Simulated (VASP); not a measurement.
Set up this calculation in VASP 6.6.1, as the native input.

* Task: single point
* Functional: PBE
* Potentials or basis: VASP PAW PBE potentials, release 64 (Be, N, O)
* Cutoff: 520 eV
* k mesh: 3 × 3 × 1
* Occupations: fermi-dirac, width 0.05 eV
* Spin: no spin polarisation
* Dipole correction: no
* Further INCAR settings: LREAL = Auto; ALGO = Fast; EDIFF = 1e-07; NBANDS = 52

The structure of Be27NO lies in POSCAR:

```
Be27NO
1.0
    6.8700000000      0.0000000000      0.0000000000
    3.4350000000      5.9495950000      0.0000000000
    0.0000000000      0.0000000000     17.5884300000
Be N O
27 1 1
Direct
    0.0000000000      0.0000000000      0.0568555579
    0.3333333333      0.0000000000      0.0568555579
    0.6666666667      0.0000000000      0.0568555579
   -0.0000001401      0.3333336135      0.0568555579
    0.3333331933      0.3333336135      0.0568555579
    0.6666665266      0.3333336135      0.0568555579
   -0.0000002801      0.6666672269      0.0568555579
    0.3333330532      0.6666672269      0.0568555579
    0.6666663865      0.6666672269      0.0568555579
   -0.1045449015      0.2362513751      0.1697138403
    0.2176056653      0.2296794992      0.1696342425
    0.5751323245      0.2189056566      0.1677068391
   -0.0985338682      0.5421041264      0.1624079011
    0.2450752855      0.5531973185      0.1563641553
    0.5518990403      0.5598700416      0.1626125811
   -0.1079298084      0.8735888745      0.1642045367
    0.2304632188      0.8832365901      0.1701516281
    0.5547936671      0.8907328986      0.1628002045
   -0.0088878370      0.0037145386      0.2753400957
    0.3172858734      0.0150934643      0.2796838604
    0.6697986084     -0.0110091527      0.2682729499
   -0.0008849347      0.3400231444      0.2755390902
    0.3548291048      0.3242573654      0.2810540793
    0.6661149157      0.3383087420      0.2782226725
    0.0155758151      0.6636081952      0.2707916511
    0.3422710451      0.6560110394      0.2757721980
    0.6766078937      0.6598264252      0.2652539198
    0.8125116015      0.7745401158      0.3341344281
    0.8496747285      0.7385544730      0.3999674786
```

The cell was built by a generator and needn't be a form met in nature.

One way to write it, as run:

INCAR

```
PREC     = Accurate       # precision mode
ENCUT    = 520            # plane-wave cutoff, eV
EDIFF    = 1E-7           # SCF threshold, eV
ISMEAR   = -1             # smearing method
SIGMA    = 0.05           # smearing width, eV
LREAL    = Auto         
LASPH    = True           # aspherical terms in the spheres
NELM     = 80             # most SCF steps
ALGO     = Fast           # electronic algorithm
ISIF     = 2              # what is computed and relaxed
LWAVE    = False          # write WAVECAR
LCHARG   = False          # write CHGCAR
GGA      = PE             # functional
NBANDS   = 52             # bands
```

KPOINTS

```
regular mesh
0
Gamma
  3 3 1
```

Potentials or basis: VASP PAW PBE potentials, release 64 (Be, N, O).

Run with:

```sh
$ cat potpaw_PBE.64/Be/POTCAR potpaw_PBE.64/N/POTCAR potpaw_PBE.64/O/POTCAR > POTCAR
$ mpirun -np 1 vasp_std > vasp.out
```

Results of the run:

- Largest force: 4.707 eV/Å
- Band gap on the k mesh: none (metal or under the smearing width)

Caveat: the standard files for N, O and F lose accuracy on very short bonds; an odd number of electrons without spin polarisation forces a metal; a magnetic or distorted state may lie lower.

Wall time 21 min on 1 thread of AMD EPYC 7R43 64-Core Processor (Zen 3), on a shared host, peak memory 0.79 GiB.
